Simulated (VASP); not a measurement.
Level of theory: PBEsol GGA, VASP's PBE PAW potentials (set 64) (plane waves; VASP).

Input for VASP

**POSCAR**
```
AuZn
1
    3.0967544184    -0.0000000000    -0.0000000000
    0.0000000000     3.0967544184    -0.0000000000
    0.0000000000     0.0000000000     3.0967544184
Zn Au
1 1
Direct
  0.5000000000   0.5000000000   0.5000000000
  0.0000000000   0.0000000000   0.0000000000
```

### INCAR
```
ENCUT = 500   ! plane-wave cut-off (eV)
NELM = 100   ! most electronic steps
LASPH = .TRUE.   ! aspherical one-centre terms
LMAXMIX = 6   ! l cut-off of mixed one-centre charges
IBRION = 2   ! conjugate gradients
PSTRESS = 50   ! kbar
ISIF = 3   ! ions, shape and volume
LCHARG = .FALSE.
SYSTEM = AuZn
NSW = 40   ! most ionic steps
LREAL = .FALSE.
ISMEAR = 1
EDIFF = 1E-6   ! SCF stop (eV)
EDIFFG = -0.02   ! ionic stop
GGA = PS
PREC = Accurate
ALGO = Normal   ! blocked Davidson
LWAVE = .FALSE.
SIGMA = 0.1
```

### KPOINTS
```
K-points
0
G
 12 12 12
0 0 0
```

POTCAR, in this order: Zn Au (PBE.64 set). Program: vasp_std.

Output

File OUTCAR:
```
 ion  position               nearest neighbor table
   1  0.500  0.500  0.500-   2 2.68   2 2.68   2 2.68   2 2.68   2 2.68   2 2.68   2 2.68   2 2.68
  LATTYP: Found a simple cubic cell.
 ALAT       =     3.0967544184
 Subroutine PRICEL returns:
 Original cell was already a primitive cell.
 Subroutine GETGRP returns: Found 48 space group operations
The static configuration has the point symmetry O_h .
The dynamic configuration has the point symmetry O_h .
 Subroutine INISYM returns: Found 48 space group operations
 Subroutine IBZKPT returns following result:
 Found     84 irreducible k-points:

 Following reciprocal coordinates:
            Coordinates               Weight
  0.000000  0.000000  0.000000      1.000000
  0.083333  0.000000  0.000000      6.000000
  0.166667  0.000000  0.000000      6.000000
  0.250000  0.000000  0.000000      6.000000
  0.333333  0.000000  0.000000      6.000000
  0.416667  0.000000  0.000000      6.000000
  0.500000  0.000000  0.000000      3.000000
  0.083333  0.083333  0.000000     12.000000
  0.166667  0.083333  0.000000     24.000000
  0.250000  0.083333  0.000000     24.000000
  0.333333  0.083333  0.000000     24.000000
  0.416667  0.083333  0.000000     24.000000
  0.500000  0.083333  0.000000     12.000000
  0.166667  0.166667  0.000000     12.000000
  0.250000  0.166667  0.000000     24.000000
  0.333333  0.166667  0.000000     24.000000
  0.416667  0.166667  0.000000     24.000000
  0.500000  0.166667  0.000000     12.000000
  0.250000  0.250000  0.000000     12.000000
  0.333333  0.250000  0.000000     24.000000
  0.416667  0.250000  0.000000     24.000000
  0.500000  0.250000  0.000000     12.000000
  0.333333  0.333333  0.000000     12.000000
  0.416667  0.333333  0.000000     24.000000
  0.500000  0.333333  0.000000     12.000000
...
```

OSZICAR:
```
       N       E                     dE             d eps       ncg     rms          rms(c)
DAV:   1     0.124816555374E+03    0.12482E+03   -0.11636E+04  2592   0.196E+03
DAV:   2    -0.260434408887E+01   -0.12742E+03   -0.12335E+03  2646   0.342E+02
DAV:   3    -0.650392136455E+01   -0.38996E+01   -0.38752E+01  3031   0.690E+01
DAV:   4    -0.652921182508E+01   -0.25290E-01   -0.25289E-01  2933   0.474E+00
DAV:   5    -0.652947568538E+01   -0.26386E-03   -0.26386E-03  3115   0.511E-01    0.100E+01
DAV:   6    -0.598334986023E+01    0.54613E+00   -0.18377E+00  2660   0.171E+01    0.604E+00
DAV:   7    -0.595085544608E+01    0.32494E-01   -0.47366E-02  3379   0.416E+00    0.312E+00
DAV:   8    -0.594066804137E+01    0.10187E-01   -0.76721E-03  3031   0.111E+00    0.131E-01
DAV:   9    -0.594069463682E+01   -0.26595E-04   -0.36502E-04  2933   0.247E-01    0.562E-02
DAV:  10    -0.594070226236E+01   -0.76255E-05   -0.22356E-05  3347   0.874E-02    0.157E-02
DAV:  11    -0.594070215694E+01    0.10542E-06   -0.54627E-06  2499   0.495E-02
   1 F= -.50139156E+01 E0= -.50137624E+01  d E =-.501392E+01
```

OUTCAR:
```
------------------------ aborting loop because EDIFF is reached ----------------------------------------
  FORCE on cell =-STRESS in cart. coord.  units (eV):
  Direction    XX          YY          ZZ          XY          YZ          ZX
  --------------------------------------------------------------------------------------
  Total        0.9063523      0.9063523      0.9063523      0.0000000     -0.0000000      0.0000000
  in kB       48.8975764     48.8975764     48.8975764      0.0000000     -0.0000000      0.0000000
  external PRESSURE =      -1.1024236 kB  Pullay stress =      50.0000000 kB
  volume of cell :       29.70
      direct lattice vectors                 reciprocal lattice vectors
     3.096754418  0.000000000  0.000000000     0.322918729  0.000000000  0.000000000
     0.000000000  3.096754418  0.000000000     0.000000000  0.322918729  0.000000000
     0.000000000  0.000000000  3.096754418     0.000000000  0.000000000  0.322918729
 POSITION                                       TOTAL-FORCE (eV/Angst)
 -----------------------------------------------------------------------------------
      1.54838      1.54838      1.54838         0.000000      0.000000      0.000000
      0.00000      0.00000      0.00000         0.000000      0.000000      0.000000
 -----------------------------------------------------------------------------------
    total drift:                                0.000000      0.000000     -0.000000
  FREE ENERGIE OF THE ION-ELECTRON SYSTEM (eV)
  ---------------------------------------------------
  free  energy   TOTEN  =        -5.9407021569 eV

  energy  without entropy=       -5.9402424436  energy(sigma->0) =       -5.94054892
  enthalpy is  TOTEN    =        -5.0139156129 eV   P V=        0.9267865441

 reached required accuracy - stopping structural energy minimisation
```
(Selected blocks of OUTCAR.)

The compound is AuZn in the CsCl type structure. It was relaxed first under an external pressure of 5 GPa. The electron count is odd and the run is not spin-polarised, which forces a metal.
